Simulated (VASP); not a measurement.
**PdAl3: energy against volume and a worked fit**

```cif
data_structure
_symmetry_space_group_name_H-M 'Pm-3m'
_symmetry_Int_Tables_number 221
_cell_length_a 3.9469
_cell_length_b 3.9469
_cell_length_c 3.9469
_cell_angle_alpha 90.000
_cell_angle_beta 90.000
_cell_angle_gamma 90.000
_cell_volume 61.49
loop_
_atom_site_label
_atom_site_type_symbol
_atom_site_symmetry_multiplicity
_atom_site_Wyckoff_symbol
_atom_site_fract_x
_atom_site_fract_y
_atom_site_fract_z
_atom_site_occupancy
Pd1 Pd 1 a 0.00000 0.00000 0.00000 1
Al1 Al 3 c 0.50000 0.50000 0.00000 1
```

The cell comes from a database or a generator and needn't be the stable form of this composition.

The cell was scaled at fixed shape and fractions and run with VASP, PBE PAW files Al, Pd, 520 eV; PBE, k mesh 7 × 7 × 7 on the cell of 4 atoms, fermi-dirac occupations of 0.05 eV, no spin polarisation, no spin-orbit coupling. Energies are those that the program minimises, any entropy of the smearing included. For a metal such a mesh isn't converged to the digits shown.

| V (Å³/atom) | energy over the lowest row (meV/atom) |
| --- | --- |
| 14.4491 | 30.47 |
| 14.7565 | ? |
| 15.0639 | 5.40 |
| 15.3713 | 0.51 |
| 15.6788 | 0.00 |
| 15.9862 | 3.42 |
| 16.2936 | 10.36 |

**Question.** Fit the third-order Birch-Murnaghan form, give V0, B0 and B′, and predict the energy left open.

**Answer.** With y = (V0/V)^(2/3), E = E0 + (9 V0 B0/16) [(y - 1)³ B′ + (y - 1)² (6 - 4y)]. Least squares through the rows shown give V0 = 15.5615 Å³/atom, E0 = -0.29 meV, B0 = 108.0 GPa (1 eV/Å³ = 160.218 GPa) and B′ = 4.59, with a largest miss of 0.01 meV. At V = 14.7565 the form with these constants gives 15.21 meV; the run gave 15.20 meV an atom.

The fitted minimum at 15.5615 Å³/atom lies between two computed rows, and the energy rises more steeply on compression than on expansion. This is the usual anharmonicity of a metal: squeezing the cell raises the kinetic energy of the valence electrons and the overlap repulsion between the ions, while the bonding weakens gradually as the cell expands. The B′ of 4.59 expresses the same asymmetry and is ordinary for a metal.

The bulk modulus of 108.0 GPa falls between those of the elements, nearer to soft aluminium than to stiff palladium, as the composition would suggest. The equilibrium volume is somewhat below the composition-weighted mean of the two fcc metals, which probably reflects Pd d–Al sp hybridisation.

The close match at the omitted volume supports the smoothness of the curve and the fitted form within the sampled range, but as an interpolation it is a mild test of B′ and none of behaviour under stronger compression. Uniform scaling also leaves the resistance to shear, and hence mechanical stability, undetermined.
